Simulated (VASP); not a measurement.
Consider the following.

```
CELL_PARAMETERS angstrom
      0.00000     2.22946     2.22946
      2.22946     0.00000     2.22946
      2.22946     2.22946     0.00000
ATOMIC_POSITIONS crystal
  Ga 0.00000 0.00000 0.00000
  N  0.25000 0.25000 0.25000
```

These are G0W0 on PBE orbitals, VASP's PBE PAW potentials (set 64) (plane waves; VASP) values and carry that method's errors. Numerical set-up: PREC = Normal, 500 eV cut-off, 4×4×4 Γ-centred mesh, Gaussian smearing of 0.010 eV, potentials Ga_d_GW N_GW_new.

The mesh is coarse and the basis finite, so the quasiparticle values are not converged.

NBANDS = 160, ENCUTGW = 200 eV, NOMEGA = 64. The PBE levels (eV) that the step starts from are:

```
state                           KS energy  filling
------------------------------  ---------  -------
k1 (0.00, 0.00, 0.00), band 6       -7.07        2
k1 (0.00, 0.00, 0.00), band 7        6.15        2
k1 (0.00, 0.00, 0.00), band 8        6.15        2
k1 (0.00, 0.00, 0.00), band 9        6.15        2
k1 (0.00, 0.00, 0.00), band 10       8.07        0
k1 (0.00, 0.00, 0.00), band 11      16.61        0
k1 (0.00, 0.00, 0.00), band 12      16.61        0
k1 (0.00, 0.00, 0.00), band 13      16.61        0
k2 (0.25, 0.00, 0.00), band 6       -7.05        2
k2 (0.25, 0.00, 0.00), band 7        2.22        2
k2 (0.25, 0.00, 0.00), band 8        5.61        2
k2 (0.25, 0.00, 0.00), band 9        5.61        2
k2 (0.25, 0.00, 0.00), band 10      10.40        0
k2 (0.25, 0.00, 0.00), band 11      15.10        0
k2 (0.25, 0.00, 0.00), band 12      17.07        0
k2 (0.25, 0.00, 0.00), band 13      17.07        0
k3 (0.50, 0.00, 0.00), band 6       -5.79        2
k3 (0.50, 0.00, 0.00), band 7       -1.12        2
k3 (0.50, 0.00, 0.00), band 8        5.14        2
k3 (0.50, 0.00, 0.00), band 9        5.14        2
k3 (0.50, 0.00, 0.00), band 10      10.99        0
k3 (0.50, 0.00, 0.00), band 11      15.03        0
k3 (0.50, 0.00, 0.00), band 12      16.63        0
k3 (0.50, 0.00, 0.00), band 13      16.63        0
```

### Question
Give the quasiparticle energies and renormalisation factors Z.

### Answer

```json
[
 {"state": "k1 (0.00, 0.00, 0.00), band 6", "QP energy (eV)": "-9.87", "Z": "0.73"},
 {"state": "k1 (0.00, 0.00, 0.00), band 7", "QP energy (eV)": "5.41", "Z": "0.76"},
 {"state": "k1 (0.00, 0.00, 0.00), band 8", "QP energy (eV)": "5.41", "Z": "0.76"},
 {"state": "k1 (0.00, 0.00, 0.00), band 9", "QP energy (eV)": "5.41", "Z": "0.76"},
 {"state": "k1 (0.00, 0.00, 0.00), band 10", "QP energy (eV)": "8.51", "Z": "0.78"},
 {"state": "k1 (0.00, 0.00, 0.00), band 11", "QP energy (eV)": "17.15", "Z": "0.78"},
 {"state": "k1 (0.00, 0.00, 0.00), band 12", "QP energy (eV)": "17.15", "Z": "0.78"},
 {"state": "k1 (0.00, 0.00, 0.00), band 13", "QP energy (eV)": "17.15", "Z": "0.78"},
 {"state": "k2 (0.25, 0.00, 0.00), band 6", "QP energy (eV)": "-9.56", "Z": "0.72"},
 {"state": "k2 (0.25, 0.00, 0.00), band 7", "QP energy (eV)": "1.24", "Z": "0.74"},
 {"state": "k2 (0.25, 0.00, 0.00), band 8", "QP energy (eV)": "4.82", "Z": "0.75"},
 {"state": "k2 (0.25, 0.00, 0.00), band 9", "QP energy (eV)": "4.82", "Z": "0.75"},
 {"state": "k2 (0.25, 0.00, 0.00), band 10", "QP energy (eV)": "10.93", "Z": "0.77"},
 {"state": "k2 (0.25, 0.00, 0.00), band 11", "QP energy (eV)": "15.70", "Z": "0.76"},
 {"state": "k2 (0.25, 0.00, 0.00), band 12", "QP energy (eV)": "17.62", "Z": "0.77"},
 {"state": "k2 (0.25, 0.00, 0.00), band 13", "QP energy (eV)": "17.62", "Z": "0.77"},
 {"state": "k3 (0.50, 0.00, 0.00), band 6", "QP energy (eV)": "-7.96", "Z": "0.73"},
 {"state": "k3 (0.50, 0.00, 0.00), band 7", "QP energy (eV)": "-2.15", "Z": "0.72"},
 {"state": "k3 (0.50, 0.00, 0.00), band 8", "QP energy (eV)": "4.31", "Z": "0.75"},
 {"state": "k3 (0.50, 0.00, 0.00), band 9", "QP energy (eV)": "4.31", "Z": "0.75"},
 {"state": "k3 (0.50, 0.00, 0.00), band 10", "QP energy (eV)": "11.54", "Z": "0.78"},
 {"state": "k3 (0.50, 0.00, 0.00), band 11", "QP energy (eV)": "15.62", "Z": "0.73"},
 {"state": "k3 (0.50, 0.00, 0.00), band 12", "QP energy (eV)": "17.10", "Z": "0.78"},
 {"state": "k3 (0.50, 0.00, 0.00), band 13", "QP energy (eV)": "17.10", "Z": "0.78"}
]
```
On the mesh the gap opens from 1.92 to 3.10 eV.

The compound is GaN in the zinc blende structure, a metastable form; wurtzite is the usual one. This cell is one point of a volume scan, at 0.96 of the reference volume. The k-mesh is coarse (spacing up to 0.61 per Å, 2π included), so the numbers may not be converged in it.
